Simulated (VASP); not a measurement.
An input for Quantum ESPRESSO's pw.x (written as the equivalent of a VASP run, and not itself run):

```
&CONTROL
  calculation = 'vc-relax'
  pseudo_dir = './pseudo'
  outdir = './out'
  tprnfor = .true.
  tstress = .true.
  nstep = 40
  forc_conv_thr = 0.00078
/
&SYSTEM
  ibrav = 0
  nat = 6
  ntyp = 2
  ecutwfc = 84
  occupations = 'smearing'
  smearing = 'gaussian'
  degauss = 0.003675
  input_dft = 'pbesol'
/
&ELECTRONS
  conv_thr = 7.3e-08
  electron_maxstep = 100
/
&IONS
/
&CELL
  press = 100
/
ATOMIC_SPECIES
  Zn 65.380 Zn.upf
  F 18.998 F.upf
CELL_PARAMETERS angstrom
     4.5809561    0.0000000    0.0000000
     0.0000000    4.5809561    0.0000000
     0.0000000    0.0000000    3.0905967
ATOMIC_POSITIONS crystal
  Zn   0.0000000  0.0000000  1.0000000
  Zn   0.5000000  0.5000000  0.5000000
  F    0.3022189  0.3022189  0.0000000
  F    0.8022189  0.1977811  0.5000000
  F    0.1977811  0.8022189  0.5000000
  F    0.6977811  0.6977811  1.0000000
K_POINTS automatic
  5 5 7 0 0 0
```

**Question.** Translate this input to VASP (INCAR, KPOINTS, POSCAR, choice of POTCAR).

**Answer.** Several could match; the one computed here: 
### INCAR
```
ALGO  =  Normal
EDIFF  =  1E-6
EDIFFG  =  -0.02
ENCUT  =  620
GGA  =  PS
IBRION  =  2
ISIF  =  3
ISMEAR  =  0
LASPH  =  .TRUE.
LCHARG  =  .FALSE.
LMAXMIX  =  4
LREAL  =  .FALSE.
LWAVE  =  .FALSE.
NELM  =  100
NSW  =  40
PREC  =  Accurate
PSTRESS  =  100
SIGMA  =  0.05
SYSTEM  =  ZnF2
```

### POSCAR
```
ZnF2
1
    4.5809560699     0.0000000000     0.0000000000
    0.0000000000     4.5809560699     0.0000000000
    0.0000000000     0.0000000000     3.0905967339
Zn F
2 4
Direct
  0.0000000000   0.0000000000   1.0000000000
  0.5000000000   0.5000000000   0.5000000000
  0.3022188737   0.3022188737   0.0000000000
  0.8022188737   0.1977811263   0.5000000000
  0.1977811263   0.8022188737   0.5000000000
  0.6977811263   0.6977811263   1.0000000000
```

### KPOINTS
```
kpoints
0
G
 5 5 7
0 0 0
```

POTCAR, in this order: Zn F (PBE.64 set). Program: vasp_std.

What does not carry over: the potentials are each code's own (VASP's PAW set, PseudoDojo norm-conserving files in pw.x), so ENCUT and ecutwfc are chosen apart and not converted; conv_thr bounds pw.x's estimated SCF error, while EDIFF bounds the energy change between steps; forc_conv_thr acts on force components and is met together with etot_conv_thr.

The compound is ZnF2 in the rutile structure. It was relaxed first under an external pressure of 10 GPa.
